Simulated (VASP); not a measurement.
Given:

```yaml
crystal:
  lattice:
    - [5.03102, 0.00000, 0.00000]
    - [0.00000, 5.03102, 0.00000]
    - [0.00000, 0.00000, 3.44776]
  atoms:
    - { symbol: Pb, position: [0.00000, 0.00000, 0.00000] }
    - { symbol: Pb, position: [0.50000, 0.50000, 0.50000] }
    - { symbol: O, position: [0.30757, 0.30757, 0.00000] }
    - { symbol: O, position: [0.80757, 0.19243, 0.50000] }
    - { symbol: O, position: [0.19243, 0.80757, 0.50000] }
    - { symbol: O, position: [0.69243, 0.69243, 0.00000] }
```

Level of theory: revTPSS meta-GGA, VASP's PBE PAW potentials (set 64) (plane waves; VASP). Run with 520 eV cut-off, 5×5×7 Γ-centred mesh, tetrahedra with Blöchl corrections, potentials Pb_d O.

The path is coarsely sampled, so an indirect gap can come out somewhat too large. Unless said otherwise, spin-orbit coupling is left out, though it shifts the bands of the heavy elements here.

**Question.** Give the energies of bands 15 to 28 at the high-symmetry points, in eV from the valence-band maximum.

**Answer.** 
| band | Γ | X | M | Z | R | A |
|---|---|---|---|---|---|---|
| 15 | -7.89 | -6.33 | -5.59 | -7.20 | -6.94 | -7.66 |
| 16 | -3.19 | -6.33 | -5.59 | -7.20 | -6.94 | -7.66 |
| 17 | -3.11 | -2.43 | -3.03 | -3.21 | -4.47 | -3.79 |
| 18 | -3.11 | -2.43 | -3.03 | -3.21 | -4.47 | -3.79 |
| 19 | -2.02 | -2.36 | -2.41 | -2.81 | -3.25 | -1.82 |
| 20 | -2.02 | -2.36 | -2.41 | -2.81 | -3.25 | -1.82 |
| 21 | -1.59 | -1.26 | -1.47 | -1.86 | -1.05 | -1.77 |
| 22 | -0.64 | -1.26 | -1.47 | -1.86 | -1.05 | -1.77 |
| 23 | -0.55 | -0.57 | -0.60 | -1.08 | -0.73 | -0.62 |
| 24 | -0.55 | -0.57 | -0.60 | -1.08 | -0.73 | -0.62 |
| 25 | -0.52 | -0.33 | -0.47 | -0.77 | -0.14 | -0.50 |
| 26 | -0.52 | -0.33 | -0.47 | -0.77 | -0.14 | -0.50 |
| 27 | 0.09 | 2.43 | 2.82 | 3.79 | 4.10 | 2.86 |
| 28 | 4.24 | 2.43 | 2.82 | 3.79 | 4.10 | 2.86 |

The gap is indirect, 0.01 eV, from the valence maximum at Γ-Z at 0.20 to the conduction minimum at M-Γ at 0.80.

The compound is PbO2 in the rutile structure. It was relaxed first.
